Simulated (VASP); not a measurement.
# Al15VN16 (a cell with a defect): single point with PBEsol+U

Al15VN16 (a cell with a defect):

```
V Al N
1.0
     6.22000    0.00000    0.00000
    -3.11000    5.38668    0.00000
     0.00000    0.00000    9.96000
V Al N
1 15 16
Cartesian
  1.5550 0.8978 0.0000
  1.5550 0.8978 4.9800
  0.0000 3.5911 0.0000
  0.0000 3.5911 4.9800
  4.6650 0.8978 0.0000
  4.6650 0.8978 4.9800
  3.1100 3.5911 0.0000
  3.1100 3.5911 4.9800
  0.0000 1.7956 2.4900
  0.0000 1.7956 7.4700
  -1.5550 4.4889 2.4900
  -1.5550 4.4889 7.4700
  3.1100 1.7956 2.4900
  3.1100 1.7956 7.4700
  1.5550 4.4889 2.4900
  1.5550 4.4889 7.4700
  1.5550 0.8978 1.9024
  1.5550 0.8978 6.8824
  0.0000 3.5911 1.9024
  0.0000 3.5911 6.8824
  4.6650 0.8978 1.9024
  4.6650 0.8978 6.8824
  3.1100 3.5911 1.9024
  3.1100 3.5911 6.8824
  0.0000 1.7956 4.3924
  0.0000 1.7956 9.3724
  -1.5550 4.4889 4.3924
  -1.5550 4.4889 9.3724
  3.1100 1.7956 4.3924
  3.1100 1.7956 9.3724
  1.5550 4.4889 4.3924
  1.5550 4.4889 9.3724
```

| Quantity | Value |
| --- | --- |
| Program | VASP 6.6.1 |
| Task | single point |
| Functional | PBEsol |
| Potentials or basis | VASP PAW PBE potentials, release 64 (V_sv, Al, N) |
| Cutoff | 450 eV |
| k mesh | 3 × 3 × 2 |
| Occupations | gaussian, width 0.03 eV |
| Spin | collinear spin, ferromagnetic start |
| Hubbard terms | V d U = 3 eV |

```
Largest force                                         : 2.057 eV/Å
Band gap on the k mesh                                : 1.81 eV, indirect (least direct gap 1.93 eV)
Net moment                                            : 2.00 μB per cell
Site moments                                          : V +1.81; Al +0.00, +0.01; N -0.01, -0.00, +0.00 μB
Valence electrons inside the program's atomic spheres : V 11.88; Al 0.81; N 3.84
```

Forces in eV/Å, atoms in the order of the input:
```
V    0.000  0.000 -0.317
Al   0.000  0.000 -0.091
Al  -0.049 -0.028  0.052
Al   0.000  0.000 -0.017
Al   0.000  0.056  0.052
Al   0.000  0.000 -0.017
Al   0.049 -0.028  0.052
Al   0.000  0.000 -0.017
Al   0.010 -0.006  0.012
Al  -0.070  0.041 -0.032
Al   0.000  0.012  0.012
Al   0.000 -0.081 -0.032
Al  -0.010 -0.006  0.012
Al   0.070  0.041 -0.032
Al   0.000  0.000  0.023
Al   0.000  0.000 -0.014
N    0.000  0.000  2.039
N    0.000  0.000  0.096
N    0.003  0.002 -0.012
N    0.021  0.012  0.002
N    0.000 -0.004 -0.012
N    0.000 -0.024  0.002
N   -0.003  0.002 -0.012
N   -0.021  0.012  0.002
N   -0.014  0.008  0.043
N   -1.698  0.980 -0.625
N    0.000 -0.016  0.043
N    0.000 -1.960 -0.625
N    0.014  0.008  0.043
N    1.698  0.980 -0.625
N    0.000  0.000  0.010
N    0.000  0.000 -0.014
```

Levels at points of the mesh, in eV from the valence-band top:
Spin up:
```tsv
k point	band 68	band 69	band 70	band 71	band 72	band 73
(0.00, 0.00, 0.00)	-2.32	-0.15	-0.15	2.00	2.06	2.17
(0.00, 0.00, 0.50)	-2.49	-0.12	-0.12	1.81	2.05	2.05
```
Spin down:
| k point | band 66 | band 67 | band 68 | band 69 | band 70 | band 71 |
| --- | --- | --- | --- | --- | --- | --- |
| (0.00, 0.00, 0.00) | -2.44 | -2.44 | -2.29 | 2.02 | 2.51 | 2.56 |
| (0.00, 0.00, 0.50) | -2.62 | -2.47 | -2.47 | 2.20 | 2.39 | 2.39 |

Eigenvalues of the final occupation matrices:
| site | spin | trace | eigenvalues |
| --- | --- | --- | --- |
| site 1 d | 1 | 2.54 | 0.25 0.25 0.25 0.89 0.89 |
| site 1 d | 2 | 0.75 | 0.06 0.06 0.21 0.21 0.21 |

It took 8.9 min on 1 thread of Intel(R) Xeon(R) Platinum 8559C (Emerald Rapids), with other jobs on the host, peak memory 0.61 GiB.

Caveat: the PAW data sets were made with another functional, which shifts forces and pressure a little. The state reached can hang on the start; a lower one may exist.
